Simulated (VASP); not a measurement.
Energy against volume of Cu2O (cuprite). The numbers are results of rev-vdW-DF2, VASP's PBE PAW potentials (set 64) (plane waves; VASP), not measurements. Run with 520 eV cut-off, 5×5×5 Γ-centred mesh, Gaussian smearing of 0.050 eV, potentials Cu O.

```tsv
V (Å³/atom)	E (eV/atom)
12.259	-2.41848
12.651	-2.43402
13.042	-2.43920
13.433	-2.43563
```

Task: Fit these four points and predict the energy of the run at 13.825 Å³/atom.

Result: A cubic in V^(−2/3), the third-order Birch-Murnaghan form, passes through the four points with V0 = 13.07 Å³/atom and B0 = 118 GPa, and gives -2.4246 eV/atom there. The run gave -2.4248 eV/atom, -0.2 meV/atom from the fit; all five points give B0 = 118 GPa.

The compound is Cu2O in the cuprite structure. It was relaxed first.
